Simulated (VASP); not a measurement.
# Re (Rhenium): the relaxed cell at several levels of theory

Aim: relax Re (Rhenium) at several levels of theory and compare the cells. The starting structure is a measured crystal structure from the Crystallography Open Database. The first relaxation on each setting starts from this cell expanded by 3 % in volume.

Method: Kohn-Sham DFT with plane waves and PAW; PBEsol, LDA, PBE, PBEsol + D3(BJ), r2SCAN, r2SCAN + rVV10, rev-vdW-DF2 and TPSS, in VASP 6.6.1.

**1. The structure**

It takes space group P6_3/mmc (No. 194, hexagonal). Conventional cell: a = 2.761 Å, b = 2.761 Å, c = 4.458 Å, α = 90.00°, β = 90.00°, γ = 120.00°. Re has 12 Re at 2.74 to 2.76 Å nearest.

Coordinates:

```cif
data_structure
_symmetry_space_group_name_H-M 'P 1'
_symmetry_Int_Tables_number 1
_cell_length_a 2.7608
_cell_length_b 2.7608
_cell_length_c 4.4582
_cell_angle_alpha 90.000
_cell_angle_beta 90.000
_cell_angle_gamma 120.000
_cell_volume 29.43
loop_
_atom_site_label
_atom_site_type_symbol
_atom_site_fract_x
_atom_site_fract_y
_atom_site_fract_z
_atom_site_occupancy
Re1 Re 0.66667 0.33333 0.75000 1
Re2 Re 0.33333 0.66667 0.25000 1
```

**2. Relaxation with PBEsol**

PBEsol restores the gradient expansion of exchange and is tuned for the cells of solids. This run starts from the cell of an earlier relaxation, which isn't shown; the restart sets up the plane waves anew.

The input, INCAR:

```
SYSTEM = Re
PREC = Accurate
ENCUT = 450
EDIFF = 1E-06
NELM = 100
ISMEAR = 1
SIGMA = 0.15
LREAL = .FALSE.
ALGO = Normal
GGA = PS
NBANDS = 13
LASPH = .TRUE.
LORBIT = 11
LWAVE = .FALSE.
LCHARG = .FALSE.
KPAR = 4
IBRION = 2
NSW = 50
ISIF = 3
EDIFFG = -0.006
```

The input, POSCAR:

```
Re
1.0
    2.7507046059      0.0000000000      0.0000000000
   -1.3753523029      2.3821800670      0.0000000000
    0.0000000000      0.0000000000      4.4428576751
Re
2
Direct
    0.6666666667      0.3333333333      0.7500000000
    0.3333333333      0.6666666667      0.2500000000
```

The input, KPOINTS:

```
Automatic mesh
0
Gamma
18 18 10
0 0 0
```

PAW data sets: Re (PBE family, release 64).

The run is started by

```
> mpirun -np 4 vasp_std
```

What it wrote:

```text
[banner, memory and clock lines left out]
running    4 mpi-ranks, on    1 nodes
 distrk:  each k-point on    1 cores,    4 groups
 distr:  one band on    1 cores,    1 groups

 POSCAR found type information on POSCAR Re
 POSCAR found :  1 types and       2 ions
|                                                                             |
|               ----> ADVICE to this user running VASP <----                  |
|                                                                             |
|     You enforced a specific xc type in the INCAR file but a different       |
|     [... a line on the potential file left out ...]
|     I HOPE YOU KNOW WHAT YOU ARE DOING!                                     |
|                                                                             |

 LDA part: xc-table for (Slater+PW92), standard interpolation
 POSCAR, INCAR and KPOINTS ok, starting setup
 FFT: planning ... GRIDC
 FFT: planning ... GRID_SOFT
 FFT: planning ... GRID
 WAVECAR not read
 entering main loop
       N       E                     dE             d eps       ncg     rms          rms(c)
DAV:   1     0.161567368364E+02    0.16157E+02   -0.64638E+03 11476   0.126E+03
DAV:   2    -0.268193788657E+02   -0.42976E+02   -0.37607E+02  9606   0.272E+02
DAV:   3    -0.282259387956E+02   -0.14066E+01   -0.13097E+01 10092   0.562E+01
DAV:   4    -0.282455658868E+02   -0.19627E-01   -0.19420E-01  9088   0.414E+00
DAV:   5    -0.282459298839E+02   -0.36400E-03   -0.36386E-03  9847   0.869E-01    0.455E+01
DAV:   6    -0.271198984862E+02    0.11260E+01   -0.96489E-01 10048   0.268E+01    0.188E+01
DAV:   7    -0.267485579173E+02    0.37134E+00   -0.64746E-01 10231   0.214E+01    0.514E-01
DAV:   8    -0.267356843071E+02    0.12874E-01   -0.86832E-03  9923   0.902E-01    0.166E-01
DAV:   9    -0.267349749920E+02    0.70932E-03   -0.36613E-04 10127   0.196E-01    0.443E-02
DAV:  10    -0.267349682626E+02    0.67294E-05   -0.62040E-05  9482   0.898E-02    0.134E-02
DAV:  11    -0.267349689978E+02   -0.73523E-06   -0.26715E-07  5675   0.218E-02
   1 F= -.26734969E+02 E0= -.26735051E+02  d E =-.267350E+02
 curvature:   0.00 expect dE= 0.000E+00 dE for cont linesearch  0.000E+00
 trial: gam= 0.00000 g(F)=  0.165E-49 g(S)=  0.325E-05 ort = 0.000E+00 (trialstep = 0.100E+01)
 search vector abs. value=  0.325E-05
 reached required accuracy - stopping structural energy minimisation
```

Elapsed: 18 s, on 4 MPI ranks of Intel Xeon Platinum 8259CL at 2.50GHz (Skylake/Cascade Lake), shared host; peak memory 0.68 GiB; 69 s of CPU time.

Lines that name or quote the potential files are left out of all logs, and their timing lines are given in words.

From OUTCAR (step 2):

```text
ion  position               nearest neighbor table
   1  0.667  0.333  0.750-   2 2.73   2 2.73   2 2.73   2 2.73   2 2.73   2 2.73
   2  0.333  0.667  0.250-   1 2.73   1 2.73   1 2.73   1 2.73   1 2.73   1 2.73

  LATTYP: Found a hexagonal cell.
 ALAT       =     2.7507046059
 C/A-ratio  =     1.6151707695

 Subroutine GETGRP returns: Found 24 space group operations
 (whereof 12 operations were pure point group operations)

The static configuration has the point symmetry D_3d.
 The point group associated with its full space group is D_6h.

 Found    222 irreducible k-points:

   k-points           NKPTS =    222   k-points in BZ     NKDIM =    222   number of bands    NBANDS=     13

   dimension x,y,z NGX =    20 NGY =   20 NGZ =   32
   dimension x,y,z NGXF=    40 NGYF=   40 NGZF=   64

   ENCUT  =  450.0 eV  33.07 Ry    5.75 a.u.   4.76  4.76  7.68*2*pi/ulx,y,z

   NELECT =      14.0000    total number of electrons

 k-points in reciprocal lattice and weights: Automatic mesh
   0.00000000  0.00000000  0.00000000       0.000
   0.05555556  0.00000000  0.00000000       0.002
   0.11111111  0.00000000  0.00000000       0.002
   0.16666667  0.00000000  0.00000000       0.002
   0.22222222  0.00000000  0.00000000       0.002
   0.27777778  0.00000000  0.00000000       0.002
   0.33333333  0.00000000  0.00000000       0.002
   0.38888889  0.00000000  0.00000000       0.002
   0.44444444  0.00000000  0.00000000       0.002
[...]
0.33333333  0.27777778  0.50000000       0.004
   0.33333333  0.33333333  0.50000000       0.001

 average (electrostatic) potential at core
       1 -38.8192       2 -38.8192

 E-fermi :   7.8296

 k-point     1 :       0.0000    0.0000    0.0000
  band No.  band energies     occupation
    ...
      3       6.2362      2.00000
      4       6.2364      2.00000
      5       6.2364      2.00000
      6       7.0900      2.00000
      7       7.0900      2.00000
      8       8.0376     -0.06451
      9       8.0376     -0.06451
     10       8.4844     -0.00000
     11      11.2694      0.00000
     12      11.2694      0.00000
    ...

 k-point     2 :       0.0556    0.0000    0.0000
  band No.  band energies     occupation
    ...
      4       6.3544      2.00000
      5       6.5653      2.00000
      6       6.9963      2.00000
      7       7.2017      2.00000
      8       7.7771      1.55432
      9       7.9361      0.07378
     10       8.1541     -0.00913
     11      11.3391      0.00000
     12      11.8657      0.00000
     13      17.9864      0.00000

 k-point     3 :       0.1111    0.0000    0.0000
  band No.  band energies     occupation
    ...
      5       6.7045      2.00000
      6       6.8480      2.00000
      7       6.9809      2.00000
      8       7.5320      2.01681
      9       7.6695      2.06159
     10       7.9027      0.27458
     11      11.5129      0.00000
     12      13.0754      0.00000
     13      17.9442      0.00000

  Total       -0.0066716     -0.0066716      0.0067750     -0.0000000     -0.0000000     -0.0000000
  in kB       -0.3671654     -0.3671654      0.3728552     -0.0000000     -0.0000000     -0.0000000
  external PRESSURE =      -0.1204919 kB  Pullay stress =       0.0000000 kB

  energy-cutoff  :      450.00
  volume of cell :       29.11
      direct lattice vectors                 reciprocal lattice vectors
     2.750704606  0.000000000  0.000000000     0.363543216  0.209891774  0.000000000
    -1.375352303  2.382180067  0.000000000     0.000000000  0.419783548  0.000000000
     0.000000000  0.000000000  4.442857675     0.000000000  0.000000000  0.225080359

 POSITION                                       TOTAL-FORCE (eV/Angst)
 -----------------------------------------------------------------------------------
      1.37535      0.79406      3.33214         0.000000     -0.000000      0.000000
     -0.00000      1.58812      1.11071        -0.000000      0.000000      0.000000
 -----------------------------------------------------------------------------------
    total drift:                               -0.000000      0.000000     -0.000000

  FREE ENERGIE OF THE ION-ELECTRON SYSTEM (eV)
  ---------------------------------------------------
  free  energy   TOTEN  =       -26.7349689978 eV

  energy  without entropy=      -26.7352141261  energy(sigma->0) =      -26.73505071

 reached required accuracy - stopping structural energy minimisation

 total charge
# of ion       s       p       d       tot
------------------------------------------
    1        0.631   0.687   4.884   6.203
    2        0.631   0.687   4.884   6.203
--------------------------------------------------
tot          1.262   1.374   9.769  12.405

[... 3 further parts left out ...]
```

CONTCAR:

```
Re
   1.00000000000000
     2.7507046059000002    0.0000000000000000    0.0000000000000000
    -1.3753523029000001    2.3821800670000002    0.0000000000000000
     0.0000000000000000    0.0000000000000000    4.4428576751000000
  Re
     2
Direct
     0.6666666667000030    0.3333333332999970    0.7500000000000000
     0.3333333332999970    0.6666666667000030    0.2500000000000000
```

The PAW data sets were made with PBE, which is usual practice but a small mismatch for other functionals. The data set Re keeps the semicore shell frozen, which is cheaper and a little less accurate. The run keeps the 24 symmetry operations of its start, so it cannot find a distortion of lower symmetry.

With PBEsol the relaxed cell holds 14.556 Å³ an atom, -1.07 % against the measured cell, with a = 2.751 Å and c = 4.443 Å. Pressures at 0.985 and 1.015 times this volume, from two more relaxations that aren't shown, give a bulk modulus of 400.5 GPa.

**3. Relaxation with LDA**

LDA, the lowest rung, knows the local density alone. This run starts from the cell of an earlier relaxation, which isn't shown; the restart sets up the plane waves anew.

Edit INCAR of step 2 so:

```diff
@@ -9,3 +9,3 @@
 ALGO = Normal
-GGA = PS
+GGA = CA
 NBANDS = 13
```

The input, POSCAR:

```
Re
1.0
    2.7409901380      0.0000000000      0.0000000000
   -1.3704950690      2.3737670910      0.0000000000
    0.0000000000      0.0000000000      4.4215612699
Re
2
Direct
    0.6666666667      0.3333333333      0.7500000000
    0.3333333333      0.6666666667      0.2500000000
```

KPOINTS is that of step 2.

The projector-augmented-wave data sets are Re (LDA family, release 64).

The run is started by

```
> mpirun -np 4 vasp_std
```

What it wrote:

```text
[banner, memory and clock lines left out]
running    4 mpi-ranks, on    1 nodes
[...]
LDA part: xc-table for (Slater(with rela. corr.)+CA(PZ))
 , standard interpolation
 POSCAR, INCAR and KPOINTS ok, starting setup
[...]
entering main loop
       N       E                     dE             d eps       ncg     rms          rms(c)
DAV:   1     0.611005609755E+02    0.61101E+02   -0.58807E+03  7421   0.100E+03
DAV:   2    -0.236551493451E+02   -0.84756E+02   -0.71351E+02  8880   0.335E+02
DAV:   3    -0.288800963253E+02   -0.52249E+01   -0.46055E+01  9723   0.103E+02
DAV:   4    -0.289720240073E+02   -0.91928E-01   -0.90634E-01  9427   0.936E+00
[...]
DAV:   9    -0.275265860462E+02    0.11493E-02   -0.44807E-04  8469   0.199E-01    0.432E-02
DAV:  10    -0.275265931315E+02   -0.70853E-05   -0.48401E-05  9396   0.611E-02    0.232E-02
DAV:  11    -0.275265923106E+02    0.82092E-06   -0.50981E-07  5398   0.121E-02
   1 F= -.27526592E+02 E0= -.27526696E+02  d E =-.275266E+02
[...]
reached required accuracy - stopping structural energy minimisation
```

Run time: 18 s. Hardware: 4 MPI ranks; peak memory 0.65 GiB.

Parts of OUTCAR (step 3):

```text
  Total        0.0079919      0.0079919      0.0075561     -0.0000000     -0.0000000      0.0000000
  in kB        0.4450821      0.4450821      0.4208121     -0.0000000     -0.0000000      0.0000000
  external PRESSURE =       0.4369921 kB  Pullay stress =       0.0000000 kB

 POSITION                                       TOTAL-FORCE (eV/Angst)
 -----------------------------------------------------------------------------------
      1.37050      0.79126      3.31617         0.000000     -0.000000      0.000000
     -0.00000      1.58251      1.10539        -0.000000      0.000000      0.000000
 -----------------------------------------------------------------------------------
    total drift:                               -0.000000      0.000000     -0.000000

  FREE ENERGIE OF THE ION-ELECTRON SYSTEM (eV)
  ---------------------------------------------------
  free  energy   TOTEN  =       -27.5265923106 eV

  energy  without entropy=      -27.5269019617  energy(sigma->0) =      -27.52669553

[... 2 parts as in an earlier step ...]

[... 2 further parts left out ...]
[key lines of the parts left out:]
E-fermi :   8.1221
```

With LDA the relaxed cell holds 14.384 Å³ an atom, -2.24 % against the measured cell, with a = 2.741 Å and c = 4.422 Å. That is -1.18 % from PBEsol. Pressures at 0.985 and 1.015 times this volume, from two more relaxations that aren't shown, give a bulk modulus of 412.5 GPa.

**4. Relaxation with PBE**

PBE, the usual starting point, adds the gradient of the density.

Edit INCAR of step 3 so:

```diff
@@ -9,3 +9,3 @@
 ALGO = Normal
-GGA = CA
+GGA = PE
 NBANDS = 13
```

The input, POSCAR:

```
Re
1.0
    2.7881364313      0.0000000000      0.0000000000
   -1.3940682156      2.4145969787      0.0000000000
    0.0000000000      0.0000000000      4.5023434649
Re
2
Direct
    0.6666666667      0.3333333333      0.7500000000
    0.3333333333      0.6666666667      0.2500000000
```

KPOINTS is that of step 3.

The projector-augmented-wave data sets are Re (PBE family, release 64).

The run is started by

```
> mpirun -np 4 vasp_std
```

What it wrote:

```text
[banner, memory and clock lines left out]
running    4 mpi-ranks, on    1 nodes
[...]
LDA part: xc-table for (Slater+PW92), standard interpolation
 POSCAR, INCAR and KPOINTS ok, starting setup
[...]
entering main loop
       N       E                     dE             d eps       ncg     rms          rms(c)
DAV:   1     0.179497576536E+02    0.17950E+02   -0.64079E+03 11454   0.124E+03
DAV:   2    -0.247851062768E+02   -0.42735E+02   -0.37257E+02  9650   0.268E+02
DAV:   3    -0.262778141788E+02   -0.14927E+01   -0.13747E+01 10197   0.584E+01
DAV:   4    -0.262995842368E+02   -0.21770E-01   -0.21425E-01  9027   0.456E+00
[...]
DAV:  10    -0.248407920954E+02   -0.17571E-04   -0.38062E-05  9522   0.485E-02    0.102E-02
DAV:  11    -0.248407936151E+02   -0.15198E-05   -0.24753E-07  5721   0.244E-02    0.322E-03
DAV:  12    -0.248407929828E+02    0.63231E-06   -0.26094E-07  4954   0.110E-02
   1 F= -.24840793E+02 E0= -.24840863E+02  d E =-.248408E+02
[... from here on, the cycles between the ionic steps are left out ...]
   2 F= -.24720586E+02 E0= -.24720722E+02  d E =0.120207E+00
   3 F= -.24848429E+02 E0= -.24848498E+02  d E =-.763649E-02
   4 F= -.24848435E+02 E0= -.24848504E+02  d E =-.764245E-02
   5 F= -.24848434E+02 E0= -.24848503E+02  d E =-.764057E-02
   6 F= -.24848436E+02 E0= -.24848513E+02  d E =-.288849E-05
   7 F= -.24848439E+02 E0= -.24848514E+02  d E =-.556596E-05
   8 F= -.24848439E+02 E0= -.24848512E+02  d E =-.584746E-05
   9 F= -.24848437E+02 E0= -.24848513E+02  d E =0.193199E-05
  10 F= -.24848441E+02 E0= -.24848515E+02  d E =-.143369E-05
  11 F= -.24848441E+02 E0= -.24848515E+02  d E =-.141277E-05
[...]
reached required accuracy - stopping structural energy minimisation
```

Run time: 97 s. Hardware: 4 MPI ranks; peak memory 0.71 GiB; 6.4 min of CPU time.

Parts of OUTCAR (step 4):

```text
  Total        0.0073292      0.0073292      0.0015844      0.0000000     -0.0000000      0.0000000
  in kB        0.3932785      0.3932785      0.0850201      0.0000000     -0.0000000      0.0000000
  external PRESSURE =       0.2905257 kB  Pullay stress =       0.0000000 kB

 POSITION                                       TOTAL-FORCE (eV/Angst)
 -----------------------------------------------------------------------------------
      1.38679      0.80067      3.36135         0.000000     -0.000000      0.000000
     -0.00000      1.60133      1.12045        -0.000000      0.000000      0.000000
 -----------------------------------------------------------------------------------
    total drift:                                0.000000     -0.000000     -0.000000

  FREE ENERGIE OF THE ION-ELECTRON SYSTEM (eV)
  ---------------------------------------------------
  free  energy   TOTEN  =       -24.8484408167 eV

  energy  without entropy=      -24.8486620384  energy(sigma->0) =      -24.84851456

[... 2 parts as in an earlier step ...]

[... 2 further parts left out ...]
[key lines of the parts left out:]
E-fermi :   7.6876
```

Logs of long relaxations may skip ionic steps without a mark.

With PBE the relaxed cell holds 14.929 Å³ an atom, +1.46 % against the measured cell, with a = 2.774 Å and c = 4.482 Å. That is +2.56 % from PBEsol. Pressures at 0.985 and 1.015 times this volume, from two more relaxations that aren't shown, give a bulk modulus of 372.9 GPa.

**5. Relaxation with PBEsol + D3(BJ)**

D3 with Becke-Johnson damping keeps a finite attraction at short range. This run starts from the cell of an earlier relaxation, which isn't shown; the restart sets up the plane waves anew.

Edit INCAR of step 4 so:

```diff
@@ -9,3 +9,4 @@
 ALGO = Normal
-GGA = PE
+GGA = PS
+IVDW = 12
 NBANDS = 13
```

The input, POSCAR:

```
Re
1.0
    2.7330275738      0.0000000000      0.0000000000
   -1.3665137869      2.3668713082      0.0000000000
    0.0000000000      0.0000000000      4.4148257821
Re
2
Direct
    0.6666666667      0.3333333333      0.7500000000
    0.3333333333      0.6666666667      0.2500000000
```

KPOINTS is that of step 4.

The run is started by

```
> mpirun -np 4 vasp_std
```

What it wrote:

```text
[banner, memory and clock lines left out]
running    4 mpi-ranks, on    1 nodes
[...]
[... a notice as in an earlier step ...]

 LDA part: xc-table for (Slater+PW92), standard interpolation
 POSCAR, INCAR and KPOINTS ok, starting setup
[...]
entering main loop
       N       E                     dE             d eps       ncg     rms          rms(c)
DAV:   1     0.162035460663E+02    0.16204E+02   -0.64772E+03 11474   0.127E+03
DAV:   2    -0.267311165644E+02   -0.42935E+02   -0.37907E+02  9563   0.277E+02
DAV:   3    -0.281720731621E+02   -0.14410E+01   -0.13310E+01  9893   0.582E+01
DAV:   4    -0.281918283102E+02   -0.19755E-01   -0.19634E-01  9169   0.431E+00
[...]
DAV:   9    -0.267212771739E+02    0.77098E-03   -0.38594E-04 10211   0.207E-01    0.486E-02
DAV:  10    -0.267212707599E+02    0.64140E-05   -0.67819E-05  9461   0.998E-02    0.133E-02
DAV:  11    -0.267212713981E+02   -0.63820E-06   -0.28325E-07  5780   0.213E-02
   1 F= -.28135745E+02 E0= -.28135851E+02  d E =-.281357E+02
[... from here on, the cycles between the ionic steps are left out ...]
   2 F= -.28135741E+02 E0= -.28135849E+02  d E =0.304327E-05
   3 F= -.28135745E+02 E0= -.28135851E+02  d E =-.170364E-06
   4 F= -.28135745E+02 E0= -.28135851E+02  d E =-.243899E-06
[...]
reached required accuracy - stopping structural energy minimisation
```

Wall time 34 s (4 MPI ranks); peak memory 0.74 GiB; 2.2 min of CPU time.

From OUTCAR (step 5):

```text
 Edisp (eV)   -1.41430

 Edisp (eV)   -1.41439

  Total      -0.00112    -0.00112     0.00473     0.00000     0.00000     0.00000
  in kB      -0.06301    -0.06301     0.26508     0.00000     0.00000     0.00000
  external pressure =        0.05 kB  Pullay stress =        0.00 kB

 POSITION                                       TOTAL-FORCE (eV/Angst)
 -----------------------------------------------------------------------------------
      1.36652      0.78896      3.31127         0.000000      0.000000      0.000000
     -0.00000      1.57792      1.10376        -0.000000     -0.000000      0.000000
 -----------------------------------------------------------------------------------
    total drift:                               -0.000000      0.000000     -0.000000

  FREE ENERGIE OF THE ION-ELECTRON SYSTEM (eV)
  ---------------------------------------------------
  free  energy   TOTEN  =       -28.1357447487 eV

  energy  without entropy=      -28.1360638090  energy(sigma->0) =      -28.13585110

[... 2 parts as in an earlier step ...]

[... 2 further parts left out ...]
[key lines of the parts left out:]
E-fermi :   8.0721
```

With PBEsol + D3(BJ) the relaxed cell holds 14.280 Å³ an atom, -2.95 % against the measured cell, with a = 2.733 Å and c = 4.415 Å. That is -1.90 % from PBEsol. Pressures at 0.985 and 1.015 times this volume, from two more relaxations that aren't shown, give a bulk modulus of 420.0 GPa.

(Continued in part 2 of 2.)

[Lines on the potential files, build, host, timing and source positions are cut from VASP's logs without a mark.]

[Logs are printed without paths, hosts, clocks, repeated set-up lines and the standing remarks that a program may print on its own settings, such as how far it seeks lower states.]

[Hosts, paths, dates, database ids (printed as entryN), source tags and the programs' standing remarks are cut or masked in the printed files.]
